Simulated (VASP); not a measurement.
A convergence study with VASP on LiCl (rock salt): one setting is varied, all else stays as given below, so the limit is that of these other settings. Each run relaxes cell and ions; the cell shown is the tightest run's result.

```
LiCl
1.0
    0.00000     2.57107     2.57107
    2.57107     0.00000     2.57107
    2.57107     2.57107     0.00000
Li Cl
1 1
Direct
  0.00000   0.00000   0.00000
  0.50000   0.50000   0.50000
```

Computed with PBE GGA, VASP's PBE PAW potentials (set 64) (plane waves; VASP). The tightest run used: 700 eV cut-off, 13×13×13 Γ-centred mesh, Gaussian smearing of 0.050 eV, potentials Li_sv Cl.

The reference is 13×13×13 mesh, which took about 30 core-seconds. Times come from single runs on busy shared machines, so they are rough: good to a factor of about 2.

**Question.** Of the settings 2×2×2 mesh; 3×3×3 mesh; 4×4×4 mesh; 5×5×5 mesh; 6×6×6 mesh; 7×7×7 mesh; 8×8×8 mesh; 9×9×9 mesh; 10×10×10 mesh; 11×11×11 mesh; 12×12×12 mesh; 13×13×13 mesh, which is the lowest that keeps the difference from the reference in relaxed volume (Å³/atom) within 0.1 from there on, and what does it cost?

**Answer.** 4×4×4 mesh; its cost over the reference is about 1/4.
```json
[
 {"setting": "2×2×2 mesh", "difference in relaxed volume (Å³/atom)": "2.718", "cost over the reference": "about 1/4"},
 {"setting": "3×3×3 mesh", "difference in relaxed volume (Å³/atom)": "0.386", "cost over the reference": "about 1/6"},
 {"setting": "4×4×4 mesh", "difference in relaxed volume (Å³/atom)": "0.074", "cost over the reference": "about 1/4"},
 {"setting": "5×5×5 mesh", "difference in relaxed volume (Å³/atom)": "0.030", "cost over the reference": "about 1/4"},
 {"setting": "6×6×6 mesh", "difference in relaxed volume (Å³/atom)": "0.001", "cost over the reference": "about 1/4"},
 {"setting": "7×7×7 mesh", "difference in relaxed volume (Å³/atom)": "0.000", "cost over the reference": "about 1/3"},
 {"setting": "8×8×8 mesh", "difference in relaxed volume (Å³/atom)": "0.000", "cost over the reference": "about 1/3"},
 {"setting": "9×9×9 mesh", "difference in relaxed volume (Å³/atom)": "0.000", "cost over the reference": "about 1/2"},
 {"setting": "10×10×10 mesh", "difference in relaxed volume (Å³/atom)": "0.000", "cost over the reference": "within a factor of 2"},
 {"setting": "11×11×11 mesh", "difference in relaxed volume (Å³/atom)": "0.000", "cost over the reference": "within a factor of 2"},
 {"setting": "12×12×12 mesh", "difference in relaxed volume (Å³/atom)": "0.000", "cost over the reference": "within a factor of 2"},
 {"setting": "13×13×13 mesh", "difference in relaxed volume (Å³/atom)": "0.000", "cost over the reference": "reference"}
]
```

Left out are rungs that failed or repeat a setting and relaxations that didn't move; long series are thinned to 24 rows.

The compound is LiCl in the rock salt structure.
